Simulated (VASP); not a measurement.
Here is the system:

```
Mg3Sb2
1.0
    2.28796    -3.96286     0.00000
    2.28796     3.96286     0.00000
    0.00000     0.00000     7.13965
Mg Sb
3 2
Direct
  0.00000   0.00000   0.00000
  0.33333   0.66667   0.63387
  0.66667   0.33333   0.36613
  0.33333   0.66667   0.22446
  0.66667   0.33333   0.77554
```

The numbers are results of rev-vdW-DF2, VASP's PBE PAW potentials (set 64) (plane waves; VASP), not measurements. Run with 520 eV cut-off, 5×5×3 Γ-centred mesh, Gaussian smearing of 0.050 eV, potentials Mg Sb.

Question: The ions, cell shape and volume are relaxed. Which structure does the run end with?

Answer: 
```
Mg3Sb2
1.0
    2.28812    -3.96314     0.00000
    2.28812     3.96314     0.00000
    0.00000     0.00000     7.23857
Mg Sb
3 2
Direct
  0.00000   0.00000   0.00000
  0.33333   0.66667   0.63265
  0.66667   0.33333   0.36735
  0.33333   0.66667   0.22545
  0.66667   0.33333   0.77455
```
Space group P-3m1 (164), at a tolerance of 0.03 Å.

Question: How do energy and volume change from the first to the last step?

Answer: The energy (σ→0) changes by -1.3 meV/atom and the volume by +1.4 %, in 8 ionic steps.

```tsv
step	E(σ→0) (eV)	max force (eV/Å)	pressure (GPa)	volume (Å³)
1	-7.5814	0.012	0.62	129.47
2	-7.5862	0.035	-0.05	131.34
3	-7.5862	0.037	-0.09	131.45
4	-7.5870	0.031	-0.05	131.35
5	-7.5875	0.035	0.00	131.24
6	-7.5875	0.036	0.02	131.22
7	-7.5877	0.025	0.01	131.25
8	-7.5879	0.014	0.01	131.28
```

The compound is Mg3Sb2 in the a-la2o3 structure. This run relaxes it. Symmetry was kept, so distortions that lower it aren't found.
